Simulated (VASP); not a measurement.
An input for Ansatz (written as the equivalent of a VASP run, and not itself run):

Ansatz 0.2 input:
```yaml
crystal:
  lattice:
    - [4.3432170, 0.0000000, 0.0000000]
    - [0.0000000, 4.3432170, 0.0000000]
    - [0.0000000, 0.0000000, 4.3432170]
  atoms:
    - { symbol: Cu, position: [0.7500000, 0.2500000, 0.7500000] }
    - { symbol: Cu, position: [0.2500000, 0.7500000, 0.7500000] }
    - { symbol: Cu, position: [0.7500000, 0.7500000, 0.2500000] }
    - { symbol: Cu, position: [0.2500000, 0.2500000, 0.2500000] }
    - { symbol: O, position: [1.0000000, 1.0000000, 1.0000000] }
    - { symbol: O, position: [0.5000000, 0.5000000, 0.5000000] }
kpoints:
  mp_grid: { grid: [5, 5, 5] }
hamiltonian:
  xc: pbe
  dispersion: d3bj
  pseudopotentials: { kind: paw }
scf:
  occupations: { method: gaussian, width: 0.05 }
  max_iter: 100
output: { forces: true, stress: true, eigenvalues: true }
```

Question: Translate this input to VASP (INCAR, KPOINTS, POSCAR, choice of POTCAR).

Answer: One answer among several that fit: 
POSCAR:
```
Cu2O
4.3432170
  1.0000000020   0.0000000000   0.0000000000
  0.0000000000   1.0000000020   0.0000000000
  0.0000000000   0.0000000000   1.0000000020
Cu O
4 2
Cart
  0.7500000015   0.2500000005   0.7500000015
  0.2500000005   0.7500000015   0.7500000015
  0.7500000015   0.7500000015   0.2500000005
  0.2500000005   0.2500000005   0.2500000005
  1.0000000020   1.0000000020   1.0000000020
  0.5000000010   0.5000000010   0.5000000010
```

File KPOINTS:
```
Automatic mesh
0
Gamma
5 5 5
0 0 0
```

**INCAR**
```
ISMEAR  =  0
LREAL  =  F   # projection in real space or not
PREC  =  Accurate
ENCUT  =  520   # plane-wave cut-off (eV)
LCHARG  =  F
ALGO  =  Normal   # blocked Davidson
IVDW  =  12
NELM  =  100   # most electronic steps
LWAVE  =  F
SYSTEM  =  Cu2O
LMAXMIX  =  4   # l cut-off of mixed one-centre charges
EDIFF  =  1E-7
SIGMA  =  0.05   # width (eV)
ISIF  =  2
LASPH  =  T   # aspherical one-centre terms
GGA  =  PE
```

POTCAR, in this order: Cu O (PBE.64 set). Program: vasp_std.

What does not carry over: each code has its own PAW files, so the cut-off isn't converted (ENCUT is set for VASP's; basis.ecutwfc is left out, and Ansatz then takes the one that its files recommend); Ansatz stops its SCF on the density residual and VASP on the energy change (EDIFF).

The compound is Cu2O in the cuprite structure. This cell is one point of a volume scan, at 1.06 of the reference volume.
